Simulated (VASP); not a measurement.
# KH7C3O3 (P1) in VASP: further runs, part 2 of 2

VASP 6.6.1. The steps go on from the part before.

## (3) Single point, PBE

Input file INCAR:

```
ALGO = Normal
EDIFF = 1E-6
ENCUT = 520
GGA = PE
ISIF = 2
ISMEAR = -1
LASPH = True
LCHARG = False
LREAL = Auto
LWAVE = False
NBANDS = 66
NELM = 80
PREC = Accurate
SIGMA = 0.05
```

Input file KPOINTS:

```
k-points
0
Gamma
  2 2 1
```

Input file POSCAR:

```
KH7C3O3
1.0
    3.7757000000     -3.6316000000      0.0000000000
    3.7757000000      3.6316000000      0.0000000000
   -0.5412360000      0.0000000000      9.0513320000
K H C O
2 14 6 6
Direct
    0.6463168782      0.7518626431      0.9520919131
    0.3110263515      0.2911177713      0.0598917375
    0.8892571689      0.1845815438      0.2143109986
    0.7895689886      0.1826739561      0.8288393355
    0.1139773596      0.8201950047      0.8012301394
    0.2433102981      0.8617980170      0.2096266052
    0.0994549171      0.4302732892      0.3575053926
    0.5044788411      0.9099199690      0.6933123213
    0.9282658709      0.4922872389      0.6787840729
    0.5249234360      0.0608029381      0.3812146102
    0.8044386229      0.3441456391      0.4112985801
    0.5493486785      0.1999434577      0.6115674466
    0.2208835339      0.5452033929      0.6082640654
    0.4141052805      0.7777741868      0.4212197719
    0.9317562596      0.8591711732      0.4508286736
    0.0845873490      0.1433768632      0.5973816892
    0.8845424317      0.4623318358      0.3312661606
    0.4583285128      0.1092537248      0.7037969660
    0.1406022306      0.4724945095      0.7053657959
    0.5497755761      0.8618418829      0.3470649403
    0.8423774071      0.7728763607      0.3342601951
    0.1725455644      0.1886541666      0.7094535920
    0.8305848213      0.3738164547      0.1735987587
    0.5706157229      0.1868454839      0.8350262702
    0.1800206990      0.6152283210      0.8342418552
    0.4213938891      0.8249350280      0.2016940711
    0.9459683501      0.9250684712      0.2268395414
    0.0975137456      0.0768066192      0.8289940088
```

Potentials or basis: VASP PAW PBE potentials, release 64 (K_sv, H, C, O).

Started as:

```sh
$ cat potpaw_PBE.64/K_sv/POTCAR potpaw_PBE.64/H/POTCAR potpaw_PBE.64/C/POTCAR potpaw_PBE.64/O/POTCAR > POTCAR
$ mpirun -np 1 vasp_std > vasp.out
```

OUTCAR:

```text
EDIFF = 1E-6
   ENCUT = 520
   GGA = PE
   ISIF = 2
   ISMEAR = -1
   LASPH = True
   LREAL = Auto
   NELM = 80
   PREC = Accurate

 ion  position               nearest neighbor table
   1  0.646  0.752  0.952-  24 2.56  26 2.60  25 2.73   2 3.25   2 3.40
   2  0.311  0.291  0.060-  24 2.53  28 2.57  25 2.76  23 2.77  26 2.84   1 3.25   1 3.40
   3  0.889  0.185  0.214-  23 1.10  27 1.39
   4  0.790  0.183  0.829-  24 1.15
   5  0.114  0.820  0.801-  25 1.16  28 1.36
   6  0.243  0.862  0.210-  26 0.95
   7  0.099  0.430  0.358-  17 1.15
   8  0.504  0.910  0.693-  18 1.06
   9  0.928  0.492  0.679-  19 1.13
  10  0.525  0.061  0.381-  20 1.08
  11  0.804  0.344  0.411-  17 1.08
  12  0.549  0.200  0.612-  18 1.11
  13  0.221  0.545  0.608-  19 1.08
  14  0.414  0.778  0.421-  20 1.11
  15  0.932  0.859  0.451-  21 1.21
  16  0.085  0.143  0.597-  22 1.12
  17  0.885  0.462  0.331-  11 1.08   7 1.15  23 1.50  21 1.63
  18  0.458  0.109  0.704-   8 1.06  12 1.11  24 1.36  22 1.54
  19  0.141  0.472  0.705-  13 1.08   9 1.13  25 1.37  22 1.49
  20  0.550  0.862  0.347-  10 1.08  14 1.11  26 1.46  21 1.59
  21  0.842  0.773  0.334-  15 1.21  27 1.42  20 1.59  17 1.63
  22  0.173  0.189  0.709-  16 1.12  28 1.33  19 1.49  18 1.54
  23  0.831  0.374  0.174-   3 1.10  17 1.50   2 2.77
  24  0.571  0.187  0.835-   4 1.15  18 1.36   2 2.53   1 2.56
  25  0.180  0.615  0.834-   5 1.16  19 1.37   1 2.73   2 2.76
  26  0.421  0.825  0.202-   6 0.95  20 1.46   1 2.60   2 2.84
  27  0.946  0.925  0.227-   3 1.39  21 1.42
  28  0.098  0.077  0.829-  22 1.33   5 1.36   2 2.57

  LATTYP: Found a base centered monoclinic cell.
 ALAT       =     7.5514000000
 B/A-ratio  =     0.9618348915
 C/A-ratio  =     1.2007706533
 COS(beta)  =    -0.0596896641

  Lattice vectors:

 A1 = (   3.7757000000,  -3.6316000000,   0.0000000000)
 A2 = (   3.7757000000,   3.6316000000,   0.0000000000)
 A3 = (  -0.5412360000,   0.0000000000,   9.0513320000)

Analysis of symmetry for initial positions (statically):
=====================================================================
 Subroutine PRICEL returns:
 Original cell was already a primitive cell.

 Routine SETGRP: Setting up the symmetry group for a
 base centered monoclinic supercell.

 Subroutine GETGRP returns: Found  1 space group operations
 (whereof  1 operations were pure point group operations)
 out of a pool of  4 trial point group operations.

The static configuration has the point symmetry C_1 .

Analysis of symmetry for dynamics (positions and initial velocities):
=====================================================================
 Subroutine PRICEL returns:
 Original cell was already a primitive cell.

 Routine SETGRP: Setting up the symmetry group for a
 base centered monoclinic supercell.

 Subroutine GETGRP returns: Found  1 space group operations
 (whereof  1 operations were pure point group operations)
 out of a pool of  4 trial point group operations.

The dynamic configuration has the point symmetry C_1 .

 Subroutine INISYM returns: Found  1 space group operations
 (whereof  1 operations are pure point group operations),
 and found     1 'primitive' translations

[... 99 lines left out ...]
 Found      4 irreducible k-points:

 Following reciprocal coordinates:
            Coordinates               Weight
  0.000000  0.000000  0.000000      1.000000
  0.500000 -0.000000  0.000000      1.000000
 -0.000000  0.500000  0.000000      1.000000
  0.500000  0.500000  0.000000      1.000000
   k-points           NKPTS =      4   k-points in BZ     NKDIM =      4   number of bands    NBANDS=     66
   number of dos      NEDOS =    301   number of ions     NIONS =     28
   total plane-waves  NPLWV = 112000
   dimension x,y,z NGX =    40 NGY =   40 NGZ =   70
   dimension x,y,z NGXF=    80 NGYF=   80 NGZF=  140
   ions per type =               2  14   6   6
   NGX,Y,Z   is equivalent  to a cutoff of  12.69, 12.69, 12.83 a.u.
   NGXF,Y,Z  is equivalent  to a cutoff of  25.39, 25.39, 25.67 a.u.
 SYSTEM =  unknown system
   PREC   = accura    normal or accurate (medium, high low for compatibility)
   ISTART =      0    job   : 0-new  1-cont  2-samecut
   ICHARG =      2    charge: 1-file 2-atom 10-const
   ISPIN  =      1    spin polarized calculation?
   LNONCOLLINEAR =      F non collinear calculations
   LSORBIT =      F    spin-orbit coupling
   LASPH  =      T    aspherical Exc in radial PAW
   ENCUT  =  520.0 eV  38.22 Ry    6.18 a.u.   9.74  9.74 16.86*2*pi/ulx,y,z
   NELM   =     80;   NELMIN=  2; NELMDL= -5     # of ELM steps
   EDIFF  = 0.1E-05   stopping-criterion for ELM
   LREAL  =      T    real-space projection
   EDIFFG = 0.1E-04   stopping-criterion for IOM
   NSW    =      0    number of steps for IOM
   IBRION =     -1    ionic relax: 0-MD 1-quasi-New 2-CG
   NFREE  =      0    steps in history (QN), initial steepest desc. (CG)
   ISIF   =      2    stress and relaxation
   ISYM   =      2    0-nonsym 1-usesym 2-fastsym
   POTIM  = 0.5000    time-step for ionic-motion
   TEBEG  =    0.0;   TEEND  =   0.0 temperature during run
   PSTRESS=    0.0 pullay stress
   NELECT =      92.0000    total number of electrons
   NUPDOWN=      -1.0000    fix difference up-down
   EMIN   =  10.00;   EMAX   =-10.00  energy-range for DOS
   EFERMI =   0.00;   METHOD = LEGACY
   ISMEAR =    -1;   SIGMA  =   0.05  broadening in eV -4-tet -1-fermi 0-gaus
   EFERMI_NEDOS =   21; number of points for ismear=-14 and -15
   IALGO  =     38    algorithm
   IMIX   =      4    mixing-type and parameters
     AMIX     =   0.40;   BMIX     =  1.00
     AMIX_MAG =   1.60;   BMIX_MAG =  1.00
  volume/ion in A,a.u.               =       8.87        59.82
  Fermi-wavevector in a.u.,A,eV,Ry     =   1.175957  2.222237 18.815155  1.382875
  Thomas-Fermi vector in A             =   2.312329
   LORBIT       =      0    0 simple, 1 ext, 2 COOP (PROOUT), +10 PAW based schemes
   GGA     = PE    functional components
   LHFCALC =     F    Hartree Fock is set to
   AEXX    =    0.0000 exact exchange contribution
   IVDW    =     0    specifies the selected vdW correction
   LEPSILON=     F    determine dielectric tensor
   LRPA    =     F    only Hartree local field effects (RPA)
 non-spin polarized calculation
  energy-cutoff  :      520.00
  volume of cell :      248.22
 maximum number of plane-waves:      6715
 NGX is ok and might be reduce to    40
   NGX = 19   NGY = 19   NGZ = 33

 number of electron      92.0000003 magnetization

 Free energy of the ion-electron system (eV)
  ---------------------------------------------------
  ext. energy  EPLUGINS =         0.00000000
  ---------------------------------------------------
  free energy    TOTEN  =      -149.13456750 eV

  energy without entropy =     -149.13456750  energy(sigma->0) =     -149.13456750

 E-fermi :   1.3979     XC(G=0):  -8.6067

 val. band max:        0.1238535078   @ k =   0.5000   0.5000   0.0000
 cond. band min:       3.9789817810   @ k =   0.0000   0.0000   0.0000
 fundamental gap:      3.8551282732
 Fermi energy:         1.3978818105

 k-point     1 :       0.0000    0.0000    0.0000
  band No.  band energies     occupation
      1     -28.3417      2.00000
      2     -27.9997      2.00000
      3     -20.9830      2.00000
      4     -20.0866      2.00000
      5     -19.9594      2.00000
      6     -19.1573      2.00000
[... 233 lines left out ...]
     57       8.2026      0.00000
     58       8.5086      0.00000
 [bands above 58 left out]

------------------------ aborting loop because EDIFF is reached ----------------------------------------

  FORCE on cell =-STRESS in cart. coord.  units (eV):
  Direction    XX          YY          ZZ          XY          YZ          ZX
  --------------------------------------------------------------------------------------
  -------------------------------------------------------------------------------------
  Total        4.9665146      1.5281148      6.8614506      2.2359335      5.4229269      0.6536031
  in kB       32.0571066      9.8634443     44.2882528     14.4321650     35.0030875      4.2187783
  external PRESSURE =      28.7362679 kB  Pullay stress =       0.0000000 kB

 VOLUME and BASIS-vectors are now :
 -----------------------------------------------------------------------------
  energy-cutoff  :      520.00
  volume of cell :      248.22
      direct lattice vectors                 reciprocal lattice vectors
     3.775700000 -3.631600000  0.000000000     0.132425775 -0.137680361  0.007918569
     3.775700000  3.631600000  0.000000000     0.132425775  0.137680361  0.007918569
    -0.541236000  0.000000000  9.051332000     0.000000000  0.000000000  0.110480977

 POSITION                                       TOTAL-FORCE (eV/Angst)
 -----------------------------------------------------------------------------------
      4.76380      0.38330      8.61770         0.088580     -0.830592      0.329232
      2.24110     -0.07230      0.54210         0.077084      0.406312      0.777347
      3.93850     -2.55910      1.93980        -0.956656      0.172082     -1.798438
      3.22230     -2.20400      7.50210        -2.029520      1.185555      0.236034
      3.09350      2.56470      7.25220         0.119394     -1.015275      1.770787
      4.05910      2.24610      1.89740        -1.823938      2.290880      0.524094
[... 20 lines left out ...]
      6.94170     -0.07590      2.05320        -1.431566     -1.202709      0.132806
      0.20950     -0.07520      7.50350        -3.110834      1.931055      1.073793
 -----------------------------------------------------------------------------------
    total drift:                               -0.018338     -0.018706      0.004961

  FREE ENERGIE OF THE ION-ELECTRON SYSTEM (eV)
  ---------------------------------------------------
  free  energy   TOTEN  =      -149.1345675015 eV

  energy  without entropy=     -149.1345675015  energy(sigma->0) =     -149.13456750
```

Run time: 2.1 min. Hardware: 1 thread of Intel Xeon 6975P-C (Granite Rapids), shared host; peak memory 0.34 GiB.

Results:

* Free energy: -149.1346 eV
* Pressure: 2.9 GPa
* Largest force: 5.346 eV/Å
* Band gap on the k mesh: 3.86 eV, indirect (least direct gap 3.99 eV)

Forces in eV/Å, atoms in the order of the input:
```
K    0.089 -0.831  0.329
K    0.077  0.406  0.777
H   -0.957  0.172 -1.798
H   -2.030  1.186  0.236
H    0.119 -1.015  1.771
H   -1.824  2.291  0.524
H   -0.455  0.678 -0.358
H   -1.488 -0.843 -0.918
H    0.136  0.078 -0.310
H    1.078  0.300  0.006
H   -0.573  0.964  0.342
H   -0.218  0.102 -0.103
H    0.690 -0.457 -0.543
H    0.258 -1.226  0.325
H   -1.445 -0.411 -1.425
H   -0.794 -0.448  0.148
C    4.008  0.733 -2.587
C    0.927  0.758 -2.222
C   -2.114  2.091 -0.149
C   -1.230 -0.247 -1.225
C    0.278  1.709  3.218
C    2.446 -2.267 -2.406
O   -0.182 -0.892  2.862
O    4.374 -1.999  2.334
O    1.385  1.053  0.333
O    1.985 -2.612 -0.368
O   -1.432 -1.203  0.133
O   -3.111  1.931  1.074
```

Stress tensor (GPa, compression positive):
```
3.21 1.44 0.42
1.44 0.99 3.50
0.42 3.50 4.43
```

Caveat: the k mesh is coarse (spacing up to 0.69 Å⁻¹), so the values aren't converged; an odd mesh through Γ misses points on the zone boundary, where band edges often lie; forces of over 1 eV/Å show positions far from the minimum, so gaps and moduli don't describe the material at rest.

## (4) Single point, PBE

Input file INCAR:

```
PREC = Accurate
ENCUT = 520
EDIFF = 1E-7
ISMEAR = -1
SIGMA = 0.05
LREAL = Auto
LASPH = True
NELM = 80
ALGO = Fast
ISIF = 2
LWAVE = False
LCHARG = True
GGA = PE
LELF = True
LVHAR = True
NBANDS = 66
```

Input file KPOINTS:

```
Automatic mesh
0
Gamma
  2 2 1
```

Input file POSCAR:

```
KH7C3O3
1.0
    3.7757000000     -3.6316000000      0.0000000000
    3.7757000000      3.6316000000      0.0000000000
   -0.5412360000      0.0000000000      9.0513320000
K H C O
2 14 6 6
Direct
    0.6362689689      0.7583088411      0.9515395082
    0.2995141021      0.2835431802      0.0784304454
    0.9270065935      0.1838906116      0.2187854782
    0.8486017060      0.1749316983      0.8226634489
    0.1193247414      0.7713789324      0.8385064209
    0.2421538316      0.8461025044      0.2291596419
    0.0932870619      0.4861717409      0.3565221119
    0.4997219797      0.9320658502      0.6956324218
    0.9192114721      0.4786343160      0.6994108712
    0.5176868304      0.0178795829      0.4045150482
    0.7767333244      0.4008384020      0.4080614875
    0.5459858095      0.2069341518      0.6139648838
    0.1818975640      0.5701011106      0.6164065134
    0.4934862850      0.6734895893      0.4193194991
    0.9009655618      0.8269485996      0.4493150842
    0.1021117195      0.1181927857      0.6097224143
    0.8949012966      0.4941963731      0.3318627579
    0.4830905866      0.1499041124      0.7266665282
    0.1252265840      0.4738332588      0.7081388684
    0.5433454565      0.8327771119      0.3416734686
    0.8351684607      0.7761861939      0.3331111929
    0.1750425271      0.1951438598      0.7089564276
    0.8552916527      0.3679857820      0.1916513503
    0.6166168239      0.2154713233      0.8475327167
    0.1618917724      0.5920052210      0.8498859615
    0.4233176991      0.7942285923      0.2052515586
    0.9812571103      0.9045140770      0.2438978042
    0.0771759986      0.0797093172      0.8276461409
```

Started as:

```sh
$ cat potpaw_PBE.64/K_sv/POTCAR potpaw_PBE.64/H/POTCAR potpaw_PBE.64/C/POTCAR potpaw_PBE.64/O/POTCAR > POTCAR
$ mpirun -np 1 vasp_std > vasp.out
```

It took 3.4 min on 1 thread of Intel Xeon 6975P-C (Granite Rapids), shared host; peak memory 0.35 GiB.

The run converged. Its results:

* Free energy: -149.8436 eV
* Pressure: 7.5 GPa
* Largest force: 6.458 eV/Å
* Band gap on the k mesh: 3.73 eV, indirect (least direct gap 4.09 eV)

Forces in eV/Å, atoms in the order of the input:
```
K    0.071 -0.750  0.113
K    0.364 -0.078  0.072
H   -0.909  0.614 -0.562
H   -0.694 -0.648  1.169
H    1.186  1.454 -0.119
H   -1.451  1.133 -0.448
H    0.801 -1.672  0.997
H    0.315  0.276  0.521
H   -0.668  1.209 -0.968
H   -0.261  0.492 -0.605
H    0.112 -0.175  0.763
H    0.658  0.267  0.814
H    1.502 -0.327 -1.115
H    0.786  0.910 -0.442
H   -0.145  0.182  0.454
H   -0.967 -0.533 -2.492
C   -0.590  0.871 -1.241
C   -3.621 -0.485 -5.325
C   -2.589  1.842  1.489
C    0.376 -2.732  1.596
C   -0.402  0.506  2.570
C    3.841 -3.053  2.575
O   -0.452 -0.576 -0.350
O    2.130 -0.050  1.755
O    0.438 -1.689  0.888
O    0.668  0.005 -0.906
O    0.806  1.000 -1.722
O   -1.306  2.008  0.519
```

Stress tensor (GPa, compression positive):
```
 5.71 -0.08  0.68
-0.08  8.07  0.81
 0.68  0.81  8.83
```

Levels at points of the mesh, in eV from the valence-band top:
```
           k point  band 42  band 43  band 44  band 45  band 46  band 47  band 48  band 49  band 50  band 51
(0.00, 0.00, 0.00)    -1.29    -1.20    -0.99    -0.59    -0.36     3.73     4.90     5.12     6.07     6.55
(0.50, 0.00, 0.00)    -1.17    -0.81    -0.51    -0.31    -0.07     4.77     5.25     5.76     6.11     6.24
(0.00, 0.50, 0.00)    -1.22    -1.04    -0.75    -0.64    -0.28     4.94     5.17     5.90     5.96     6.29
(0.50, 0.50, 0.00)    -1.04    -0.89    -0.39    -0.08     0.00     5.13     5.43     5.74     6.07     6.87
```

Caveat: the k mesh is coarse (spacing up to 0.69 Å⁻¹), so the values aren't converged; an odd mesh through Γ misses points on the zone boundary, where band edges often lie; forces of over 1 eV/Å show positions far from the minimum, so gaps and moduli don't describe the material at rest.
